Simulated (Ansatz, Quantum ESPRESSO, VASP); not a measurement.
Code comparison for CaGa2 (P6/mmm, 3 atoms in the cell)

Self-consistent single point.

```yaml
crystal:
  lattice:
    - [4.23886, 0.00000, 0.00000]
    - [-2.11943, 3.67096, 0.00000]
    - [0.00000, 0.00000, 4.41641]
  atoms:
    - { symbol: Ca, position: [0.00000, 0.00000, 0.00000] }
    - { symbol: Ga, position: [0.33333, 0.66667, 0.50000] }
    - { symbol: Ga, position: [0.66667, 0.33333, 0.50000] }
```

Shared settings, as Ansatz (a quantum-chemistry and plane-wave program) writes them: kpoints.mp_grid.grid = 7 7 6; magnetization.spin_orbit = true; scf.occupations.method = fermi_dirac; scf.occupations.width = 0.1 eV. Potentials and cutoffs stand in the table.

| code | model | pressure (GPa) | cutoff |
|---|---|---|---|
| Quantum ESPRESSO | PBEsol, spin-orbit coupling, PseudoDojo fully relativistic norm-conserving (PBESOL) pseudopotentials | -1.04 | 80 Ry |
| VASP | PBEsol, spin-orbit coupling, VASP's PBE PAW potentials (set 64) | -1.21 | 300 eV |
| Ansatz | PBEsol with spin-orbit coupling, PAW files made with PBE | -1.15 | 420 eV |

The spread over the programs that give each value: pressure within 0.17 GPa.

Ansatz's pressure is given at a fixed set of plane waves, as the other plane-wave codes print theirs.

VASP's run is marked for a possible Pulay error in its stress at this cutoff; no cutoff test was made.

The starting cell comes from a database of computed structures (which also holds hypothetical and non-ambient phases and stackings), without a prior relaxation at this level.

Left out of this page: FLEUR and SIESTA (not drawn, or without a comparable value).

Keys are those of Ansatz 0.2.
